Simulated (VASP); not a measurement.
A run of VASP 6.6.1 is set up as follows.

File POSCAR:

```
Si
1.0
    0.0000000000      2.7330583498      2.7140569642
    2.7330583498      0.0000000000      2.7140569642
    2.7330583498      2.7330583498      0.0000000000
Si
2
Direct
    0.0000000000      0.0000000000      0.0000000000
    0.2500000000      0.2500000000      0.2500000000
```

Contents of INCAR.step1:

```
PREC = Accurate
ENCUT = 520
ISMEAR = 0
SIGMA = 0.01
LREAL = F
LASPH = T
NELM = 100
NBANDS = 11
GGA = PE
ALGO = Normal
EDIFF = 1E-4
LWAVE = T
LCHARG = F
```

Contents of INCAR.step2:

```
PREC = Accurate
ENCUT = 520
EDIFF = 1E-6
ISMEAR = 0
SIGMA = 0.01
LREAL = F
LASPH = T
NELM = 100
ALGO = Normal
ISIF = 2
LWAVE = F
LCHARG = F
METAGGA = R2SCAN
LMIXTAU = T
NBANDS = 11
ISTART = 1
```

Contents of KPOINTS:

```
Automatic mesh
0
Gamma
  8 8 8
```

Potentials or basis: VASP PAW PBE potentials, release 64 (Si).

Launch:

```sh
$ cat potpaw_PBE.64/Si/POTCAR > POTCAR
$ cp INCAR.step1 INCAR
$ mpirun -np 1 vasp_std > vasp.out
$ cp INCAR.step2 INCAR
$ mpirun -np 1 vasp_std > vasp.out
```

Question: Estimate the band gap on the k mesh.

Answer: 0.75 eV, indirect (least direct gap 2.70 eV).

Question: What does it give for the pressure?

Answer: -0.7 GPa.

Stress tensor (GPa, compression positive):
```
-0.96  0.00  0.00
 0.00 -0.96  0.00
 0.00  0.00 -0.22
```

Caveat: the PAW data sets were made with another functional, which shifts forces and pressure a little. r2SCAN opens gaps a little over a GGA but as a rule still falls short of measured ones.
